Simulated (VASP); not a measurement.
A run of VASP 6.6.1 is set up as follows.

The input INCAR:

```
SYSTEM = Ru
ALGO = Normal
DIPOL = 0.5 0.5 0.500
EDIFF = 1E-6
EDIFFG = -0.01
ENCUT = 520
GGA = PE
IBRION = 2
IDIPOL = 3
ISIF = 2
ISMEAR = 0
IVDW = 2
LASPH = .TRUE.
LCHARG = .FALSE.
LDIPOL = .TRUE.
LREAL = .FALSE.
LWAVE = .FALSE.
NELM = 60
NSW = 60
PREC = Accurate
SIGMA = 0.05
```

Contents of KPOINTS:

```
k-points
0
G
  11 11 1
  0 0 0
```

Contents of POSCAR:

```
Ru
1.0
    2.7057993342      0.0000000000      0.0000000000
   -1.3528996671      2.3432909610      0.0000000000
    0.0000000000      0.0000000000     25.7047500000
Ru
6
Selective dynamics
Direct
    0.6666666667      0.3333333334      0.2917748665  F F F
    0.3333333333      0.6666666666      0.3750649199  F F F
    0.6666666667      0.3333333334      0.4583549733  F F F
    0.3333333333      0.6666666666      0.5416450267  T T T
    0.6666666667      0.3333333334      0.6249350801  T T T
    0.3333333333      0.6666666666      0.7082251335  T T T
```

Potentials or basis: VASP PAW PBE potentials, release 64 (Ru_pv).

Run with:

```sh
$ cat potpaw_PBE.64/Ru_pv/POTCAR > POTCAR
$ mpirun -np 1 vasp_std > vasp.out
```

(1) What does it give for the energy gained by relaxing?

(2) Estimate the band gap on the k mesh.

(3) Predict the dispersion energy per atom.

Answers

(1) 8.2 meV/atom.

(2) none (metal or under the smearing width).

(3) -0.801 eV.

Caveat: atom-pairwise D2, TS and ULG terms overbind metals.
